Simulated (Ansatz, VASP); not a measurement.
## Re (Rhenium) in two plane-wave programs

One calculation is typed for both programs; each brings its own data sets. How far apart do they land? The structure shown is the end of the Ansatz relaxation below.

Method: plane waves, with VASP 6.6.1 beside it; single point at PBEsol, in Ansatz 0.2.0.

## Step 1: Starting point

Symmetry: P6_3/mmc, No. 194, hexagonal system. The conventional cell has a = 2.655 Å, b = 2.655 Å, c = 4.290 Å, α = 90.00°, β = 90.00°, γ = 120.00°. Nearest to Re lie 12 Re at 2.64 to 2.66 Å.

## Step 2: Ansatz: relaxation, PBEsol

Ansatz runs on its PAW soft_1 files.

This run makes the geometry at which the two programs are then compared.

Contents of input.yaml:

```yaml
crystal:
  lattice:
    - [2.6552776861, 0.0, 0.0]
    - [-1.3276388431, 2.2995379303, 0.0]
    - [0.0, 0.0, 4.2898442393]
  atoms:
    - { symbol: Re, position: [0.3333333333, 0.6666666667, 0.25] }
    - { symbol: Re, position: [0.6666666667, 0.3333333333, 0.75] }
kpoints:
  mp_grid: { grid: [18, 18, 12] }
hamiltonian:
  xc: pbesol
  pseudopotentials: { kind: paw, azcp: { folder: soft_1 }, xc_functional: pbe }
scf:
  occupations: { method: methfessel_paxton, width: 0.2 }
output:
  forces: true
  stress: true
  eigenvalues: true
relax:
  adjacent_minimum: "off"
  f_tol: 0.001
  max_steps: 60
  cell: { stress_tol: 0.01, fix: [volume] }
```

Run with:

```bash
ansatz run input.yaml --threads 4 --pin off --max-ram 10240MiB --backend cpu --events-out ev --progress --plain --runs-dir out
```

Numbers of over 12 decimals in the logs are rounded to 6 here.

The program printed:

```text
Engine: ansatz 0.2.0, x86_64-unknown-linux-gnu
Pseudopotentials: kind: paw
Pseudopotential: Re, paw, valence charge 15, recommended cutoff 420 eV (normal), soft_1/Re.paw.azcp
Functional definition: PBEsol
  exchange = pbesol_x
  correlation = pbesol_c
Crystal: 2 atoms, lattice volume = 26.193 Å³
Basis set: ecut = 420 eV, 537 PW (Γ), exchange–correlation on 36×36×60 points (8 copies of the dense FFT grid, shifted against one another)
Bands: 19, of which v1, the nominal top of the filled ones, is band 15 counted from 1 (14 counted from 0)
Symmetry: 24 space group operations
Space group: P63/mmc (ITA 194), of the structure as read, at distance tolerance 3.0e-5 Å
k-points: 259 of 3888
Non-local potential: Re, projectors of the file, l = 0: 3, l = 1: 2, l = 2: 2, l = 3: 1
PAW form: soft (Blöchl's): semilocal exchange-correlation on the pseudo side does not see the compensation charge
PAW frozen core: Re, regenerated for the run's functional, and the local potential with it (the file was generated under x = pbe(κ = 0.804, μ = 0.219515), c = pbe(β = 0.066725))
PAW one-centre angular grid: Re, 590 points (default); XC on 64 Gauss nodes
Initial density: superposition of atomic densities (chi_scale 0.1, normalization cell)
Initial wavefunctions: pseudopotential atomic-orbital guess
Functional: x = pbesol(κ = 0.804, μ = 0.123457), c = pbesol(β = 0.046)
SCF iter   1: F=—  HF=-21476.655593 eV  |F-HF|=—  |Δ(HF+E_count)|=         —  Δρ=6.08e-2  dr2=8.04e-1  ethr=3.10e-3  ⟨swp⟩=4.9  Hψ=19776  notcnv=0
preconditioner: auto → none  [metal: Δε(μ)=0.007 eV  Ē_g=7.297 eV  σ=0.200 eV  W_gap=0.03  n_scr=8 (ndim 8)  ℏωp=27.1 eV  f_vac=0.000  D(μ)=1.32/eV (n_scr^D=10)  sad-step TF]
SCF iter   2: F=—  HF=-21476.428567 eV  |F-HF|=—  |Δ(HF+E_count)|=   2.27e-1  S|Δr|=    0.00e0  Δρ=3.55e-2  dr2=2.63e-1  ethr=2.68e-3  ⟨swp⟩=2.0  Hψ=7885  notcnv=0  defer=8
SCF iter   3: F=—  HF=-21476.324440 eV  |F-HF|=—  |Δ(HF+E_count)|=   1.04e-1  S|Δr|=    0.00e0  Δρ=1.58e-3  dr2=2.95e-4  ethr=8.75e-4  ⟨swp⟩=3.0  Hψ=9628  notcnv=0  defer=8
SCF iter   4: F=—  HF=-21476.324616 eV  |F-HF|=—  |Δ(HF+E_count)|=   1.76e-4  S|Δr|=    0.00e0  Δρ=2.04e-4  dr2=1.16e-5  ethr=9.82e-7  ⟨swp⟩=2.0  Hψ=6796  notcnv=0  defer=8
SCF iter   5: F=—  HF=-21476.324613 eV  |F-HF|=—  |Δ(HF+E_count)|=   2.93e-6  S|Δr|=    0.00e0  Δρ=2.61e-5  dr2=1.46e-7  ethr=3.87e-8  ⟨swp⟩=2.0  Hψ=6771  notcnv=0  defer=8
SCF iter   6: F=-21476.324613 eV  HF=-21476.324613 eV  |F-HF|=2.23e-9  |Δ(HF+E_count)|=   6.02e-9  S|Δr|=    0.00e0  Δρ=4.93e-6  dr2=4.65e-9  ethr=3.33e-10  ⟨swp⟩=5.1  Hψ=19192  notcnv=0
SCF 1 converged in 6 iterations: F = -21476.324613 eV  dr2 = 4.65e-9
  greatest PAW one-centre occupation: 1.000 electrons in one spin orbital (limit 2), on the Re atom at site 1 (counted from 0), in its partial waves of l = 0
relax step   1: F+E_penalty+E_count = -21476.32461335 eV  Δ(F+E_penalty+E_count) = +0.000e0 eV  max|allowed force component| = 8.327e-17 eV/Å  Δτ_max = 0.0000 Å  P = +51.911 GPa  Ω = 26.193 Å³  fix = [volume]  reactions: volume +51.911 GPa  (6 SCF iters, dr2 threshold 1.00e-7 eV, accepted)
[...]
relax step   2: F+E_penalty+E_count = -21476.32461328 eV  Δ(F+E_penalty+E_count) = +6.836e-8 eV  max|allowed force component| = 6.939e-17 eV/Å  Δτ_max = 0.0000 Å  P = +51.911 GPa  Ω = 26.193 Å³  energy of the carried Pulay correction = -5.777e-8 eV  fix = [volume]  (3 SCF iters, dr2 threshold 5.41e-9 eV, rejected (line search))
[...]
relax step   3: F+E_penalty+E_count = -21476.32461374 eV  Δ(F+E_penalty+E_count) = -3.853e-7 eV  max|allowed force component| = 9.714e-17 eV/Å  Δτ_max = 0.0000 Å  P = +51.911 GPa  Ω = 26.193 Å³  energy of the carried Pulay correction = -2.846e-8 eV  fix = [volume]  reactions: volume +51.911 GPa  (4 SCF iters, accepted)
[...]
relax step   4: F+E_penalty+E_count = -21476.32461445 eV  Δ(F+E_penalty+E_count) = -7.072e-7 eV  max|allowed force component| = 1.388e-17 eV/Å  Δτ_max = 0.0000 Å  P = +51.911 GPa  Ω = 26.193 Å³  fix = [volume]  reactions: volume +51.911 GPa  stress off target by 4.23e-4 GPa on what of the cell is left free  SCF on the basis re-selected at this cell (its energy is not comparable with the rows above)  (4 SCF iters)
basis re-selected at this cell: Δ(F+E_penalty+E_count) = -7.072e-7 eV, ΔP = -0.000 GPa vs the last step (what re-selecting the basis moved, of the pressure what is left beyond the Pulay correction that the steps carried, after the strain that the cell walked since its last selection, with what the two solves' SCF thresholds leave and, on support functions, any second-order correction that the steps lacked; it is no m [...]
SCF converged after 4 iterations
Stability not checked: this state was not tested for a lower state beside it, because cold or Methfessel-Paxton smearing, or corrected tetrahedra, fill the levels in a way that the test cannot read (fill_not_monotonic; see scf.lower_state_search)
Free energy (F): -21476.324614 eV
Harris-Foulkes:  -21476.324614 eV  (|F-HF|=0.00e0)
Internal energy: -21476.325406 eV  (E = F + TS)
E sigma→0 (E₀):  -21476.324812 eV
Entropy (-TS):   0.000791 eV (0.396 meV/atom)
Fermi energy:    27.273395 eV
--- Per-component energies (eV) ---
  E_band       = -49.148860
  E_kinetic    = 1062.246160
  E_local      = -1355.398381  (includes V_loc(G=0)·N_el)
  E_nonlocal   = 166.522519
  E_hartree    = 487.161513
  E_xc         = -713.975221
  E_vxc        = -587.105474  (∫ρ·V_xc dr)
  E_paw        = -17153.623020  (= ΣΔE_a)
  E_vpaw       = -309.736843  (= ΣTr[D̂ρ^β])
  E_aug_tail   = 0.000121  (compensation charges beyond the density's cutoff)
  E_ewald      = -3969.725750
  E_core_change = 0.466653  (= ΣΔE_core)
  E_smearing   = 0.000791  (= −TS)
  E_closure    = 0.000000  (closes the sum)
  Σ components = -21476.324614   (vs F -21476.324614, Δ=0.00e0)
--- Forces (eV/Å), atoms counted from 1 ---
  atom   1  Re    -0.00000000    -0.00000000     0.00000000
  atom   2  Re     0.00000000     0.00000000     0.00000000
  max |Σ_I F_I| component: 9.25e-18 eV/Å
--- Stress (GPa, compression-positive) ---
       51.910628       0.000000       0.000000
        0.000000      51.910628       0.000000
        0.000000       0.000000      51.911262
  P = ⅓ Tr σ = 51.9108 GPa (519.108 kbar)
--- Band table (eV; the first three rows and the last of 259) ---
  k-point 0: bands = [... 11 lower, 25.3548, 25.3652, 26.3629, 26.3629, 27.4629, 27.4629, 28.2545, 31.1999]
  k-point 1: bands = [... 11 lower, 25.3042, 25.3062, 26.2984, 26.2984, 27.6054, 27.6054, 27.9829, 31.2208]
  k-point 2: bands = [... 11 lower, 25.1964, 25.1964, 26.1241, 26.1241, 27.2847, 27.9837, 27.9837, 31.2537]
  k-point 258: bands = [... 11 lower, 22.9722, 24.9565, 24.9565, 27.2774, 27.2774, 31.1998, 31.1998, 38.2624]
--- Relaxed structure (3 steps of the walk, 2 accepted, 1 SCFs on fresh bases) ---
  F+E_penalty+E_count = -21476.32461445 eV   max|allowed force component| = 1.388e-17 eV/Å   (the final SCF, on the basis selected at the relaxed cell)
  cell:  # Å, volume = 26.1934 Å³
    - [2.655184, 2.8866523817385207e-11, 0.0]
    - [-1.327592, 2.299457, 0.0]
    - [0.0, 0.0, 4.290147]
  atoms:
    - { symbol: Re, position: [0.333333, 0.666667, 0.25] }
    - { symbol: Re, position: [0.666667, 0.333333, 0.75] }
```

## Step 3: VASP: single point, PBEsol, pair 1

The same cell, functional, mesh and smearing now go to VASP, with its own data sets.

Lines of VASP's logs that name or quote its potential files are left out, and so is its time.

Contents of INCAR:

```
SYSTEM = Re
PREC = Accurate
ENCUT = 600
EDIFF = 1E-06
NELM = 120
ISMEAR = 1
SIGMA = 0.2
LREAL = .FALSE.
ALGO = Normal
GGA = PS
NBANDS = 13
LASPH = .TRUE.
LORBIT = 11
LWAVE = .FALSE.
LCHARG = .FALSE.
ISIF = 2
GGA_COMPAT = .FALSE.
KPAR = 2
```

Contents of POSCAR:

```
Re
1.0
    2.6551839030      0.0000000000      0.0000000000
   -1.3275919515      2.2994567117      0.0000000000
    0.0000000000      0.0000000000      4.2901472858
Re
2
Direct
    0.3333333333      0.6666666667      0.2500000000
    0.6666666667      0.3333333333      0.7500000000
```

Contents of KPOINTS:

```
Automatic mesh
0
Gamma
18 18 12
0 0 0
```

Potentials, in the order of the species: Re (PBE family, release 64).

Run with:

```bash
mpirun -np 2 vasp_std
```

The program printed:

```text
[banner, memory and clock lines left out]
running    2 mpi-ranks, on    1 nodes
 distrk:  each k-point on    1 cores,    2 groups
 distr:  one band on    1 cores,    1 groups

 POSCAR found type information on POSCAR Re
 POSCAR found :  1 types and       2 ions
|                                                                             |
|               ----> ADVICE to this user running VASP <----                  |
|                                                                             |
|     You enforced a specific xc type in the INCAR file but a different       |
|     [... a line on the potential file left out ...]
|     I HOPE YOU KNOW WHAT YOU ARE DOING!                                     |
|                                                                             |

 LDA part: xc-table for (Slater+PW92), standard interpolation
 POSCAR, INCAR and KPOINTS ok, starting setup
 FFT: planning ... GRIDC
 FFT: planning ... GRID_SOFT
 FFT: planning ... GRID
 WAVECAR not read
 entering main loop
       N       E                     dE             d eps       ncg     rms          rms(c)
DAV:   1     0.350490041648E+02    0.35049E+02   -0.75210E+03 12602   0.151E+03
DAV:   2    -0.245607655956E+02   -0.59610E+02   -0.50482E+02 11091   0.354E+02
DAV:   3    -0.275585223895E+02   -0.29978E+01   -0.27271E+01 11580   0.111E+02
DAV:   4    -0.276058919878E+02   -0.47370E-01   -0.46545E-01 10722   0.706E+00
DAV:   5    -0.276065276007E+02   -0.63561E-03   -0.63521E-03 11245   0.102E+00    0.552E+01
DAV:   6    -0.266801571787E+02    0.92637E+00   -0.57012E-01 11731   0.206E+01    0.264E+01
DAV:   7    -0.263031491480E+02    0.37701E+00   -0.54407E-01 11893   0.195E+01    0.407E-01
DAV:   8    -0.262953992686E+02    0.77499E-02   -0.60569E-03 10941   0.759E-01    0.231E-01
DAV:   9    -0.262944100948E+02    0.98917E-03   -0.47266E-04 11312   0.250E-01    0.539E-02
DAV:  10    -0.262944207119E+02   -0.10617E-04   -0.85426E-05 11260   0.148E-01    0.217E-02
DAV:  11    -0.262944196499E+02    0.10621E-05   -0.24839E-07  6893   0.202E-02    0.209E-03
DAV:  12    -0.262944194726E+02    0.17730E-06   -0.18857E-07  5517   0.122E-02
   1 F= -.26294419E+02 E0= -.26294709E+02  d E =0.870047E-03
```

Parts of OUTCAR (step 3):

```text
ion  position               nearest neighbor table
   1  0.333  0.667  0.250-   2 2.64   2 2.64   2 2.64   2 2.64   2 2.64   2 2.64
   2  0.667  0.333  0.750-   1 2.64   1 2.64   1 2.64   1 2.64   1 2.64   1 2.64

  LATTYP: Found a hexagonal cell.
 ALAT       =     2.6551839030
 C/A-ratio  =     1.6157627654

 Subroutine GETGRP returns: Found 24 space group operations
 (whereof 12 operations were pure point group operations)

The static configuration has the point symmetry D_3d.
 The point group associated with its full space group is D_6h.

 Found    259 irreducible k-points:

   k-points           NKPTS =    259   k-points in BZ     NKDIM =    259   number of bands    NBANDS=     13

   dimension x,y,z NGX =    24 NGY =   24 NGZ =   36
   dimension x,y,z NGXF=    48 NGYF=   48 NGZF=   72

   ENCUT  =  600.0 eV  44.10 Ry    6.64 a.u.   5.30  5.30  8.57*2*pi/ulx,y,z

   NELECT =      14.0000    total number of electrons

 k-points in reciprocal lattice and weights: Automatic mesh
   0.00000000  0.00000000  0.00000000       0.000
   0.05555556 -0.00000000  0.00000000       0.002
   0.11111111 -0.00000000  0.00000000       0.002
   0.16666667  0.00000000  0.00000000       0.002
   0.22222222  0.00000000  0.00000000       0.002
   0.27777778  0.00000000  0.00000000       0.002
   0.33333333  0.00000000  0.00000000       0.002
   0.38888889  0.00000000  0.00000000       0.002
   0.44444444  0.00000000  0.00000000       0.002
[...]
0.33333333  0.27777778  0.50000000       0.003
   0.33333333  0.33333333  0.50000000       0.001

 average (electrostatic) potential at core
       1 -37.2152       2 -37.2152

 E-fermi :   9.2193

 k-point     1 :       0.0000    0.0000    0.0000
  band No.  band energies     occupation
    ...
      3       7.2966      2.00000
      4       7.2966      2.00000
      5       7.3065      2.00000
      6       8.3080      2.00000
      7       8.3080      2.00000
      8       9.4139     -0.04421
      9       9.4139     -0.04421
     10      10.1593     -0.00000
     11      13.1617     -0.00000
     12      13.1617     -0.00000
    ...

 k-point     2 :       0.0556   -0.0000    0.0000
  band No.  band energies     occupation
    ...
      4       7.4330      2.00000
      5       7.6839      2.00000
      6       8.1972      2.00000
      7       8.4381      2.00000
      8       9.1458      1.57784
      9       9.2920      0.42747
     10       9.7181     -0.00238
     11      13.2506      0.00000
     12      13.8648      0.00000
     13      20.8582      0.00000

 k-point     3 :       0.1111   -0.0000    0.0000
  band No.  band energies     occupation
    ...
      5       7.8380      2.00000
      6       8.1299      2.00000
      7       8.1670      2.00000
      8       8.8229      2.01695
      9       8.9741      2.07092
     10       9.3400      0.15660
     11      13.4712      0.00000
     12      15.2568      0.00000
     13      20.8599      0.00000

  Total        8.7593663      8.7593663      8.7408344     -0.0000000     -0.0000000      0.0000000
  in kB      535.7858309    535.7858309    534.6522861     -0.0000000     -0.0000000      0.0000000
  external PRESSURE =     535.4079826 kB  Pullay stress =       0.0000000 kB

  energy-cutoff  :      600.00
  volume of cell :       26.19
      direct lattice vectors                 reciprocal lattice vectors
     2.655183903  0.000000000  0.000000000     0.376621747  0.217442667  0.000000000
    -1.327591952  2.299456712  0.000000000     0.000000000  0.434885334  0.000000000
     0.000000000  0.000000000  4.290147286     0.000000000  0.000000000  0.233092230

 POSITION                                       TOTAL-FORCE (eV/Angst)
 -----------------------------------------------------------------------------------
     -0.00000      1.53297      1.07254         0.000000      0.000000      0.000000
      1.32759      0.76649      3.21761        -0.000000      0.000000      0.000000
 -----------------------------------------------------------------------------------
    total drift:                               -0.000000      0.000000     -0.000000

  FREE ENERGIE OF THE ION-ELECTRON SYSTEM (eV)
  ---------------------------------------------------
  free  energy   TOTEN  =       -26.2944194726 eV

  energy  without entropy=      -26.2952895199  energy(sigma->0) =      -26.29470949

 total charge
# of ion       s       p       d       tot
------------------------------------------
    1        0.692   0.795   5.152   6.640
    2        0.692   0.795   5.152   6.640
--------------------------------------------------
tot          1.385   1.590  10.304  13.280

[... 3 further parts left out ...]
```

The data set Re keeps the semicore shell frozen, which is cheaper and a little less accurate.

## Step 4: Side by side

Known differences besides the potentials themselves: the data sets hold 30 valence electrons in Ansatz (on its PAW soft_1 files) and 14 in VASP; the cutoff is 420 eV in Ansatz and 600 eV in VASP; Ansatz makes its cores anew for this functional, VASP keeps those of its PBE data sets; Ansatz's pressure holds a Pulay correction, VASP's none. Total energies have different zeros and are not compared.

Compared:

```tsv
quantity	Ansatz	VASP	difference
pressure (GPa)	51.91	53.54	-1.63
```

## Step 5: Ansatz: relaxation, PBEsol

This run makes the geometry at which the two programs are then compared. The cell compared in this pair holds 26.78 Å³, against 26.19 Å³ for the pair before.

The structure compared here is the end of the Ansatz relaxation.

input.yaml: that of step 2 with these lines changed.

```diff
@@ -2,5 +2,5 @@
   lattice:
-    - [2.6552776861, 0.0, 0.0]
-    - [-1.3276388431, 2.2995379303, 0.0]
-    - [0.0, 0.0, 4.2898442393]
+    - [2.674936442, 0.0, 0.0]
+    - [-1.337468221, 2.3165629123, 0.0]
+    - [0.0, 0.0, 4.320955547]
   atoms:
```

Run with:

```bash
ansatz run input.yaml --threads 4 --pin off --max-ram 10240MiB --backend cpu --events-out ev --progress --plain --runs-dir out
```

The program printed:

```text
[...]
Crystal: 2 atoms, lattice volume = 26.775 Å³
Basis set: ecut = 420 eV, 537 PW (Γ), exchange–correlation on 36×36×60 points (8 copies of the dense FFT grid, shifted against one another)
Bands: 19, of which v1, the nominal top of the filled ones, is band 15 counted from 1 (14 counted from 0)
Symmetry: 24 space group operations
[...]
k-points: 259 of 3888
[...]
k-point 258: bands = [... 11 lower, 22.4116, 24.3141, 24.3141, 26.6196, 26.6196, 30.4193, 30.4193, 37.3031]
--- Relaxed structure (3 steps of the walk, 2 accepted, 1 SCFs on fresh bases) ---
[...]
cell:  # Å, volume = 26.7755 Å³
    - [2.674802, 0, 0]
    - [-1.337401, 2.316447, 0]
    - [0, 0, 4.321388]
  atoms:
    - { symbol: Re, position: [0.333333, 0.666667, 0.25] }
    - { symbol: Re, position: [0.666667, 0.333333, 0.75] }
[key lines of the parts left out:]
SCF converged after 4 iterations
Free energy (F): -21476.489658 eV
Fermi energy:    26.597927 eV
P = ⅓ Tr σ = 39.1727 GPa (391.727 kbar)
```

## Step 6: VASP: single point, PBEsol, pair 2

The same cell, functional, mesh and smearing now go to VASP, with its own data sets.

INCAR is that of step 3.

Contents of POSCAR:

```
Re
1.0
    2.6748024880      0.0000000000      0.0000000000
   -1.3374012440      2.3164469047      0.0000000000
    0.0000000000      0.0000000000      4.3213883446
Re
2
Direct
    0.3333333333      0.6666666667      0.2500000000
    0.6666666667      0.3333333333      0.7500000000
```

KPOINTS is that of step 3.

Run with:

```bash
mpirun -np 2 vasp_std
```

The program printed:

```text
[banner, memory and clock lines left out]
running    2 mpi-ranks, on    1 nodes
[...]
[... a notice as in an earlier step ...]

 LDA part: xc-table for (Slater+PW92), standard interpolation
 POSCAR, INCAR and KPOINTS ok, starting setup
[...]
entering main loop
       N       E                     dE             d eps       ncg     rms          rms(c)
DAV:   1     0.327150146115E+02    0.32715E+02   -0.74248E+03 12722   0.150E+03
DAV:   2    -0.250938574954E+02   -0.57809E+02   -0.48714E+02 11336   0.344E+02
DAV:   3    -0.277721103629E+02   -0.26783E+01   -0.24387E+01 11532   0.991E+01
DAV:   4    -0.278115364585E+02   -0.39426E-01   -0.39016E-01 10716   0.652E+00
[...]
DAV:   9    -0.264647165120E+02    0.98694E-03   -0.46700E-04 11518   0.232E-01    0.537E-02
DAV:  10    -0.264647227245E+02   -0.62125E-05   -0.82944E-05 11204   0.142E-01    0.213E-02
DAV:  11    -0.264647222190E+02    0.50546E-06   -0.22491E-07  6907   0.210E-02
   1 F= -.26464722E+02 E0= -.26465052E+02  d E =0.989746E-03
```

(Continued in part 2 of 2.)

[Lines on the potential files, build, host, timing and source positions are cut from VASP's logs without a mark.]

[Logs are printed without paths, hosts, clocks, repeated set-up lines and the standing remarks that a program may print on its own settings, such as how far it seeks lower states.]

[Hosts, paths, dates, database ids (printed as entryN), source tags and the programs' standing remarks are cut or masked in the printed files.]
